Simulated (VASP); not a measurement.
# A VASP study of FeSi2 (Linzhiite) (optB86b-vdW + U): structure first, properties next, part 11 of 12

What structure does FeSi2 (Linzhiite) take at this level, and what are its properties? The start is a cell from a database of measured crystal structures.

VASP 6.6.1, plane waves and PAW; the level of theory is named at each step.

Still holding for the runs below: The magnetic order is the lowest of the few collinear ones that converged above; longer or canted patterns were not tried. The cell is doubled for it, so bands and modes from the zone boundary of the chemical cell fold onto Γ and the labels are those of the larger cell.

So far, pressure (GPa): step 2 (magnetic order: ferromagnetic) 12.1; step 9 (single point with fields (optB86b-vdW + U)) 0.0950; step 10 (band structure (optB86b-vdW + U)) 0.0886; step 11 (density of states (optB86b-vdW + U)) -0.137; step 12 (optical spectrum (optB86b-vdW + U)) -0.241.

### 13. Zone-centre phonons (optB86b-vdW + U)

Level of this step: optB86b-vdW, DFT+U (Fe d 5 eV), spin-polarised from an antiferromagnetic start; plane waves and PAW (Fe, Si) (VASP).

Zone-centre modes test whether the atoms sit at a minimum within this cell. IBRION = 6 takes the force constants from differences of forces between displaced cells, so the forces must be tight.

The input, INCAR:

```
SYSTEM = FeSi2
PREC = Accurate
ENCUT = 400
EDIFF = 1E-08
NELM = 100
ISMEAR = 1
SIGMA = 0.2
LREAL = .FALSE.
ALGO = Normal
GGA = MK
AGGAC = 0
LUSE_VDW = .TRUE.
PARAM1 = 0.1234
PARAM2 = 1
LASPH = .TRUE.
NBANDS = 25
ISPIN = 2
MAGMOM = 2.147 -2.147 0 0 0 0
LDAU = .TRUE.
LDAUTYPE = 2
LDAUL = 2 -1
LDAUU = 5 0
LDAUJ = 0 0
LDAUPRINT = 1
LMAXMIX = 4
LORBIT = 11
LWAVE = .FALSE.
LCHARG = .FALSE.
KPAR = 8
IBRION = 6
NFREE = 2
POTIM = 0.015
ISIF = 2
NSW = 1
```

The input, POSCAR:

```
FeSi2
1.0
    5.4941218942      0.0000000000      0.0000000000
    2.7470609472      2.7470609472      0.0000000000
    0.0000000000      0.0000000000      5.2268827890
Fe Si
2 4
Direct
    0.0000000000      0.5000000000      0.0000000000
    0.5000000000      0.5000000000      0.0000000000
    0.0000000000      0.0000000000      0.2755871446
    0.5000000000      0.0000000000      0.2755871446
    0.0000000000      0.0000000000      0.7244128554
    0.5000000000      0.0000000000      0.7244128554
```

The input, KPOINTS:

```
Automatic mesh
0
Gamma
11 11 6
0 0 0
```

The projector-augmented-wave data sets are Fe and Si (PBE family, release 64).

Run with:

```sh
> mpirun -np 8 vasp_std
```

The program printed:

```text
[... set-up lines as in an earlier step ...]
 entering main loop
       N       E                     dE             d eps       ncg     rms          rms(c)
DAV:   1     0.172345654637E+03    0.17235E+03   -0.10980E+04  8400   0.104E+03
DAV:   2    -0.119566021229E+02   -0.18430E+03   -0.17081E+03  8404   0.253E+02
DAV:   3    -0.227131879945E+02   -0.10757E+02   -0.10190E+02 11132   0.727E+01
DAV:   4    -0.230947347015E+02   -0.38155E+00   -0.37803E+00 10614   0.130E+01
DAV:   5    -0.231103544084E+02   -0.15620E-01   -0.15603E-01 11824   0.252E+00    0.217E+01
DAV:   6    -0.264755333370E+02   -0.33652E+01   -0.34696E+01 11749   0.108E+02    0.233E+01
DAV:   7    -0.212862326522E+02    0.51893E+01   -0.18730E+01 11196   0.904E+01    0.762E+00
DAV:   8    -0.217672813185E+02   -0.48105E+00   -0.19990E+00 12522   0.104E+01    0.487E+00
DAV:   9    -0.217859829198E+02   -0.18702E-01   -0.21304E-01 14144   0.826E+00    0.200E+00
DAV:  10    -0.218183745738E+02   -0.32392E-01   -0.91647E-02 14676   0.422E+00    0.775E-01
DAV:  11    -0.218509390202E+02   -0.32564E-01   -0.39298E-02 13970   0.213E+00    0.429E-01
DAV:  12    -0.218647833441E+02   -0.13844E-01   -0.14771E-02 13646   0.165E+00    0.325E-01
DAV:  13    -0.218755898874E+02   -0.10807E-01   -0.20699E-02 14480   0.191E+00    0.186E-01
DAV:  14    -0.218785479625E+02   -0.29581E-02   -0.65647E-03 13548   0.733E-01    0.111E-01
DAV:  15    -0.218790767552E+02   -0.52879E-03   -0.73451E-04 13812   0.366E-01    0.493E-02
DAV:  16    -0.218792052454E+02   -0.12849E-03   -0.38724E-04 13534   0.185E-01    0.267E-02
DAV:  17    -0.218792290731E+02   -0.23828E-04   -0.24963E-05 10451   0.435E-02    0.149E-02
DAV:  18    -0.218792369061E+02   -0.78330E-05   -0.83388E-06 13741   0.407E-02    0.464E-03
DAV:  19    -0.218792363638E+02    0.54233E-06   -0.37536E-06 13263   0.184E-02    0.210E-03
DAV:  20    -0.218792355650E+02    0.79886E-06   -0.71510E-07 13544   0.873E-03    0.117E-03
DAV:  21    -0.218792354243E+02    0.14067E-06   -0.53101E-08 10882   0.230E-03    0.519E-04
DAV:  22    -0.218792354870E+02   -0.62753E-07   -0.37066E-09  4958   0.109E-03    0.134E-04
DAV:  23    -0.218792354512E+02    0.35839E-07   -0.16730E-09  4754   0.630E-04    0.965E-05
DAV:  24    -0.218792354472E+02    0.40125E-08   -0.61912E-10  4743   0.215E-04
   1 F= -.21879235E+02 E0= -.21880392E+02  d E =0.347038E-02  mag=    -0.0000
 Found     4 degrees of freedom:
 Finite differences POTIM= 0.01500 DOF=   4
 bond charge predicted
       N       E                     dE             d eps       ncg     rms          rms(c)
DAV:   1    -0.218739130808E+02    0.53224E-02   -0.94234E-01 14564   0.464E+00    0.517E-01
DAV:   2    -0.218772175156E+02   -0.33044E-02   -0.77063E-03 17621   0.734E-01    0.257E-01
DAV:   3    -0.218778283126E+02   -0.61080E-03   -0.66155E-04 22388   0.425E-01    0.108E-01
DAV:   4    -0.218778396834E+02   -0.11371E-04   -0.32593E-04 21023   0.488E-01    0.992E-02
DAV:   5    -0.218778211267E+02    0.18557E-04   -0.17401E-04 21928   0.320E-01    0.351E-02
DAV:   6    -0.218778199610E+02    0.11657E-05   -0.48699E-05 21193   0.132E-01    0.127E-02
DAV:   7    -0.218778201953E+02   -0.23434E-06   -0.54948E-06 20869   0.373E-02    0.435E-03
DAV:   8    -0.218778202824E+02   -0.87103E-07   -0.44994E-07 19914   0.525E-03    0.238E-03
DAV:   9    -0.218778203594E+02   -0.76943E-07   -0.11852E-07 20949   0.400E-03    0.850E-04
DAV:  10    -0.218778203576E+02    0.17819E-08   -0.22682E-08 12131   0.202E-03
   2 F= -.21877820E+02 E0= -.21878979E+02  d E =0.347470E-02  mag=    -0.0001
[...]
3 F= -.21877820E+02 E0= -.21878979E+02  d E =0.347475E-02  mag=    -0.0001
[...]
4 F= -.21878347E+02 E0= -.21879506E+02  d E =0.347453E-02  mag=    -0.0001
[...]
5 F= -.21878347E+02 E0= -.21879506E+02  d E =0.347500E-02  mag=    -0.0001
[...]
6 F= -.21878678E+02 E0= -.21879835E+02  d E =0.347231E-02  mag=     0.0000
[...]
7 F= -.21878678E+02 E0= -.21879835E+02  d E =0.347240E-02  mag=     0.0000
[...]
8 F= -.21877758E+02 E0= -.21878935E+02  d E =0.353236E-02  mag=    -0.0000
 Finite differences progress:
  Degree of freedom:   4/  4
  Displacement:        1/  2
  Total:               7/  8
 bond charge predicted
       N       E                     dE             d eps       ncg     rms          rms(c)
DAV:   1    -0.218761656470E+02    0.15923E-02   -0.20157E-01  8477   0.227E+00    0.244E-01
DAV:   2    -0.218775381985E+02   -0.13726E-02   -0.14698E-02 12121   0.140E+00    0.195E-01
DAV:   3    -0.218774903697E+02    0.47829E-04   -0.16047E-03 11671   0.682E-01    0.962E-02
DAV:   4    -0.218774751898E+02    0.15180E-04   -0.34771E-04 13517   0.337E-01    0.405E-02
DAV:   5    -0.218774995621E+02   -0.24372E-04   -0.10563E-04 13564   0.867E-02    0.238E-02
DAV:   6    -0.218775061200E+02   -0.65579E-05   -0.11526E-05 11897   0.338E-02    0.157E-02
DAV:   7    -0.218775122343E+02   -0.61144E-05   -0.11447E-05 13564   0.475E-02    0.744E-03
DAV:   8    -0.218775135334E+02   -0.12991E-05   -0.26834E-06 12824   0.143E-02    0.402E-03
DAV:   9    -0.218775140311E+02   -0.49769E-06   -0.14212E-06 13862   0.145E-02    0.240E-03
DAV:  10    -0.218775142128E+02   -0.18176E-06   -0.14288E-06 13376   0.124E-02    0.147E-03
DAV:  11    -0.218775142030E+02    0.97818E-08   -0.63682E-07 13907   0.886E-03    0.950E-04
DAV:  12    -0.218775141901E+02    0.12983E-07   -0.22598E-07 13453   0.526E-03    0.636E-04
DAV:  13    -0.218775142237E+02   -0.33674E-07   -0.92242E-08 12089   0.340E-03    0.379E-04
DAV:  14    -0.218775142873E+02   -0.63565E-07   -0.64954E-08 10794   0.279E-03    0.199E-04
DAV:  15    -0.218775143189E+02   -0.31607E-07   -0.14276E-08  5430   0.984E-04    0.120E-04
DAV:  16    -0.218775143342E+02   -0.15283E-07   -0.39431E-09  4658   0.521E-04    0.790E-05
DAV:  17    -0.218775143478E+02   -0.13579E-07   -0.19045E-09  4496   0.381E-04    0.504E-05
DAV:  18    -0.218775143611E+02   -0.13282E-07   -0.16183E-09  4540   0.307E-04    0.235E-05
DAV:  19    -0.218775143665E+02   -0.54804E-08   -0.56163E-10  4460   0.194E-04
   9 F= -.21877514E+02 E0= -.21878632E+02  d E =0.335305E-02  mag=     0.0000
 Finite differences progress:
  Degree of freedom:   4/  4
  Displacement:        2/  2
  Total:               8/  8
```

It took 20 min on 8 MPI ranks of Intel Xeon Platinum 8259CL at 2.50GHz (Skylake/Cascade Lake), shared host; peak memory 7 GiB; 2.6 h of CPU time.

OUTCAR, selected parts (step 13):

```text
   k-points           NKPTS =     84   k-points in BZ     NKDIM =     84   number of bands    NBANDS=     25

   NELECT =      32.0000    total number of electrons

atom =   1  type =  1  l = 2

 onsite density matrix

spin component  1

  0.8632 -0.0000  0.0004 -0.0000 -0.0000
 -0.0000  0.8807  0.0000 -0.0006 -0.0000
  0.0004  0.0000  0.8898  0.0000  0.0000
 -0.0000 -0.0006  0.0000  0.8807 -0.0000
 -0.0000 -0.0000  0.0000 -0.0000  0.8680

spin component  2

  0.7804  0.0000 -0.0005  0.0000  0.0000
  0.0000  0.6089 -0.0000  0.0029  0.0000
 -0.0005 -0.0000  0.2092 -0.0000  0.0000
  0.0000  0.0029 -0.0000  0.6089  0.0000
  0.0000  0.0000  0.0000  0.0000  0.1198

 occupancies and eigenvectors

  o =  0.1198  v =  0.0000  0.0000  0.0000  0.0000  0.0000 -0.0000 -0.0000 -0.0000 -0.0000  1.0000      0.0000  0.0000  0.0000  0.0000  0.0000  0.0000  0.0000  0.0000  0.0000  0.0000
  o =  0.2092  v =  0.0000  0.0000  0.0000  0.0000  0.0000 -0.0009 -0.0000 -1.0000 -0.0000 -0.0000      0.0000  0.0000  0.0000  0.0000  0.0000  0.0000  0.0000  0.0000  0.0000  0.0000
  o =  0.6060  v =  0.0000  0.0000  0.0000  0.0000  0.0000  0.0000  0.7071 -0.0000 -0.7071  0.0000      0.0000  0.0000  0.0000  0.0000  0.0000  0.0000  0.0000  0.0000  0.0000  0.0000
  o =  0.6117  v =  0.0000  0.0000  0.0000  0.0000  0.0000  0.0000 -0.7071  0.0000 -0.7071 -0.0000      0.0000  0.0000  0.0000  0.0000  0.0000  0.0000  0.0000  0.0000  0.0000  0.0000
  o =  0.7804  v =  0.0000  0.0000  0.0000  0.0000  0.0000 -1.0000 -0.0000  0.0009 -0.0000 -0.0000      0.0000  0.0000  0.0000  0.0000  0.0000  0.0000  0.0000  0.0000  0.0000  0.0000
  o =  0.8632  v =  0.9999  0.0000 -0.0146  0.0000  0.0000  0.0000  0.0000  0.0000  0.0000  0.0000      0.0000  0.0000  0.0000  0.0000  0.0000  0.0000  0.0000  0.0000  0.0000  0.0000
  o =  0.8680  v =  0.0000 -0.0000  0.0000 -0.0000 -1.0000  0.0000  0.0000  0.0000  0.0000  0.0000      0.0000  0.0000  0.0000  0.0000  0.0000  0.0000  0.0000  0.0000  0.0000  0.0000
  o =  0.8800  v =  0.0000 -0.7071  0.0000 -0.7071  0.0000  0.0000  0.0000  0.0000  0.0000  0.0000      0.0000  0.0000  0.0000  0.0000  0.0000  0.0000  0.0000  0.0000  0.0000  0.0000
  o =  0.8813  v = -0.0000 -0.7071  0.0000  0.7071  0.0000  0.0000  0.0000  0.0000  0.0000  0.0000      0.0000  0.0000  0.0000  0.0000  0.0000  0.0000  0.0000  0.0000  0.0000  0.0000
  o =  0.8898  v =  0.0146  0.0000  0.9999  0.0000  0.0000  0.0000  0.0000  0.0000  0.0000  0.0000      0.0000  0.0000  0.0000  0.0000  0.0000  0.0000  0.0000  0.0000  0.0000  0.0000

atom =   2  type =  1  l = 2

 onsite density matrix

spin component  1

  0.7804  0.0000  0.0005 -0.0000  0.0000
  0.0000  0.6089  0.0000 -0.0029 -0.0000
  0.0005  0.0000  0.2092 -0.0000  0.0000
 -0.0000 -0.0029 -0.0000  0.6089  0.0000
  0.0000 -0.0000  0.0000  0.0000  0.1198

spin component  2

  0.8632 -0.0000 -0.0004  0.0000 -0.0000
 -0.0000  0.8807 -0.0000  0.0006  0.0000
 -0.0004 -0.0000  0.8898  0.0000  0.0000
  0.0000  0.0006  0.0000  0.8807 -0.0000
 -0.0000  0.0000  0.0000 -0.0000  0.8680

 occupancies and eigenvectors

  o =  0.1198  v =  0.0000 -0.0000  0.0000  0.0000 -1.0000  0.0000  0.0000  0.0000  0.0000  0.0000      0.0000  0.0000  0.0000  0.0000  0.0000  0.0000  0.0000  0.0000  0.0000  0.0000
  o =  0.2092  v = -0.0009 -0.0000  1.0000  0.0000  0.0000  0.0000  0.0000  0.0000  0.0000  0.0000      0.0000  0.0000  0.0000  0.0000  0.0000  0.0000  0.0000  0.0000  0.0000  0.0000
  o =  0.6060  v =  0.0000  0.7071  0.0000  0.7071 -0.0000  0.0000  0.0000  0.0000  0.0000  0.0000      0.0000  0.0000  0.0000  0.0000  0.0000  0.0000  0.0000  0.0000  0.0000  0.0000
  o =  0.6117  v = -0.0000  0.7071  0.0000 -0.7071 -0.0000  0.0000  0.0000  0.0000  0.0000  0.0000      0.0000  0.0000  0.0000  0.0000  0.0000  0.0000  0.0000  0.0000  0.0000  0.0000
  o =  0.7804  v = -1.0000 -0.0000 -0.0009  0.0000 -0.0000  0.0000  0.0000  0.0000  0.0000  0.0000      0.0000  0.0000  0.0000  0.0000  0.0000  0.0000  0.0000  0.0000  0.0000  0.0000
[...]
4.120591  1.373530  0.000000    -0.462793    0.191696   -0.000000
      0.000000  0.000000  1.440462     0.326036   -0.135049    0.000000
      2.747061  0.000000  1.440462     0.326036   -0.135049   -0.000000
      0.000000  0.000000  3.786421     0.326036   -0.135049    0.000000
      2.747061  0.000000  3.786421     0.326036   -0.135049   -0.000000

   9 f  =    7.330064 THz    46.056149 2PiTHz  244.504611 cm-1    30.314695 meV
             X         Y         Z           dx          dy          dz
      1.373530  1.373530  0.000000     0.000000    0.000000   -0.000000
      4.120591  1.373530  0.000000     0.000000    0.000000   -0.000000
      0.000000  0.000000  1.440462     0.191341    0.461940   -0.000000
      2.747061  0.000000  1.440462    -0.191341   -0.461940    0.000000
      0.000000  0.000000  3.786421    -0.191341   -0.461940   -0.000000
      2.747061  0.000000  3.786421     0.191341    0.461940    0.000000

  10 f  =    7.330064 THz    46.056149 2PiTHz  244.504611 cm-1    30.314695 meV
             X         Y         Z           dx          dy          dz
      1.373530  1.373530  0.000000     0.000000    0.000000    0.000000
      4.120591  1.373530  0.000000     0.000000    0.000000    0.000000
      0.000000  0.000000  1.440462     0.461940   -0.191341    0.000000
      2.747061  0.000000  1.440462    -0.461940    0.191341   -0.000000
      0.000000  0.000000  3.786421    -0.461940    0.191341    0.000000
      2.747061  0.000000  3.786421     0.461940   -0.191341   -0.000000

  11 f  =    6.751009 THz    42.417839 2PiTHz  225.189414 cm-1    27.919916 meV
             X         Y         Z           dx          dy          dz
      1.373530  1.373530  0.000000     0.341435    0.266919    0.000000
      4.120591  1.373530  0.000000    -0.341435   -0.266919    0.000000
      0.000000  0.000000  1.440462     0.243326    0.311256    0.000000
      2.747061  0.000000  1.440462    -0.243326   -0.311256   -0.000000
      0.000000  0.000000  3.786421     0.243326    0.311256    0.000000
      2.747061  0.000000  3.786421    -0.243326   -0.311256   -0.000000

  12 f  =    6.751009 THz    42.417839 2PiTHz  225.189414 cm-1    27.919916 meV
             X         Y         Z           dx          dy          dz
      1.373530  1.373530  0.000000     0.266919   -0.341435    0.000000
      4.120591  1.373530  0.000000    -0.266919    0.341435   -0.000000
      0.000000  0.000000  1.440462    -0.311256    0.243326    0.000000
      2.747061  0.000000  1.440462     0.311256   -0.243326   -0.000000
      0.000000  0.000000  3.786421    -0.311256    0.243326    0.000000
      2.747061  0.000000  3.786421     0.311256   -0.243326   -0.000000

  13 f  =    6.216205 THz    39.057568 2PiTHz  207.350279 cm-1    25.708147 meV
             X         Y         Z           dx          dy          dz
      1.373530  1.373530  0.000000    -0.000000   -0.000000    0.000000
      4.120591  1.373530  0.000000    -0.000000   -0.000000   -0.000000
      0.000000  0.000000  1.440462     0.191341    0.461940    0.000000
      2.747061  0.000000  1.440462     0.191341    0.461940   -0.000000
      0.000000  0.000000  3.786421    -0.191341   -0.461940    0.000000
      2.747061  0.000000  3.786421    -0.191341   -0.461940   -0.000000
    [... 42 further lines ...]
      2.747061  0.000000  1.440462     0.014542    0.353908    0.000000
      0.000000  0.000000  3.786421     0.014542    0.353908    0.000000
      2.747061  0.000000  3.786421     0.014542    0.353908    0.000000

 ELASTIC MODULI CONTR FROM IONIC RELAXATION (kBar)
 Direction    XX          YY          ZZ          XY          YZ          ZX
 --------------------------------------------------------------------------------
 XX         -43.1590    -43.1590    132.8790     -0.0000      0.0000     -0.0000
 YY         -43.1590    -43.1590    132.8790     -0.0000      0.0000     -0.0000
 ZZ         132.8790    132.8790   -409.1115      0.0000     -0.0000      0.0000
 XY          -0.0000     -0.0000      0.0000     -0.0000      0.0000     -0.0000
 YZ           0.0000      0.0000     -0.0000      0.0000   -287.9224     -0.0000
 ZX          -0.0000     -0.0000      0.0000     -0.0000     -0.0000   -287.7914
 --------------------------------------------------------------------------------

 magnetization (x)
# of ion       s       p       d       tot
------------------------------------------
    1        0.024   0.048   2.053   2.125
    2       -0.024  -0.048  -2.053  -2.125
    3        0.000   0.000   0.000   0.000
    4        0.000   0.000   0.000   0.000
    5        0.000   0.000   0.000   0.000
    6        0.000   0.000   0.000   0.000
--------------------------------------------------
tot         -0.000   0.000   0.000   0.000

[... 6 parts as in an earlier step ...]

[... 15 further parts left out ...]
[key lines of the parts left out:]
E-fermi :   9.5451
```

CONTCAR:

```
FeSi2
   1.00000000000000
     5.4941218942000001    0.0000000000000000    0.0000000000000000
     2.7470609472000000    2.7470609472000000    0.0000000000000000
     0.0000000000000000    0.0000000000000000    5.2268827890000003
  Fe              Si
     2     4
Direct
     0.0000000000000000    0.5000000000000000    0.0000000000000000
     0.5000000000000000    0.5000000000000000    0.0000000000000000
     0.0000000000000000    0.0000000000000000    0.2727173653060100
     0.5000000000000000    0.0000000000000000    0.2755871446000029
     0.0000000000000000    0.0000000000000000    0.7244128553999971
     0.5000000000000000    0.0000000000000000    0.7244128553999971
```

The last energy, forces, stress and levels in OUTCAR belong to the last displaced cell, not to the cell of POSCAR. A U on the itinerant d states of such a compound is hard to justify; it moves the bands at the Fermi level.

This step gave:

```yaml
bands: 25
irreducible_k_points: 84
pressure_of_the_cell: -0.2519 GPa
largest_force_of_the_cell: 0.008276 eV/Å
```

The modes at Γ (shares of kinetic energy by element, %):

| mode | frequency (cm⁻¹) | Fe % | Si % |
| --- | --- | --- | --- |
| 1 | -0.1 | 50 | 50 |
| 2 | -0.1 | 50 | 50 |
| 3 | 0.0 | 50 | 50 |
| 4 | 169.8 | 100 | 0 |
| 5 | 207.3 | 0 | 100 |
| 6 | 207.3 | 0 | 100 |
| 7 | 225.2 | 38 | 62 |
| 8 | 225.2 | 38 | 62 |
| 9 | 244.5 | 0 | 100 |
| 10 | 244.5 | 0 | 100 |
| 11 | 252.5 | 50 | 50 |
| 12 | 252.5 | 50 | 50 |
| 13 | 269.8 | 0 | 100 |
| 14 | 311.7 | 50 | 50 |
| 15 | 350.5 | 62 | 38 |
| 16 | 350.5 | 62 | 38 |
| 17 | 458.9 | 0 | 100 |
| 18 | 469.0 | 0 | 100 |

Displacements in mode 4 (169.8 cm⁻¹), the largest set to 1:
```
Fe1  0.00  0.00 -1.00
Fe2  0.00  0.00  1.00
Si3  0.00  0.00  0.00
Si4  0.00  0.00  0.00
Si5  0.00  0.00  0.00
Si6  0.00  0.00  0.00
```

Displacements in mode 14 (311.7 cm⁻¹), the largest set to 1:
```
Fe1  0.00  0.00 -1.00
Fe2  0.00  0.00 -1.00
Si3  0.00  0.00  0.99
Si4  0.00  0.00  0.99
Si5  0.00  0.00  0.99
Si6  0.00  0.00  0.99
```

The three acoustic modes lie within 0.1 cm⁻¹ of zero, and all others are real.

(Continued in part 12 of 12.)

[Lines on the potential files, build, host, timing and source positions are cut from VASP's logs without a mark.]

[Logs are printed without paths, hosts, clocks, repeated set-up lines and the standing remarks that a program may print on its own settings, such as how far it seeks lower states.]

[Hosts, paths, dates, database ids (printed as entryN), source tags and the programs' standing remarks are cut or masked in the printed files.]

[A measured line is paired with the nearest computed mode of its activity, which favours agreement.]
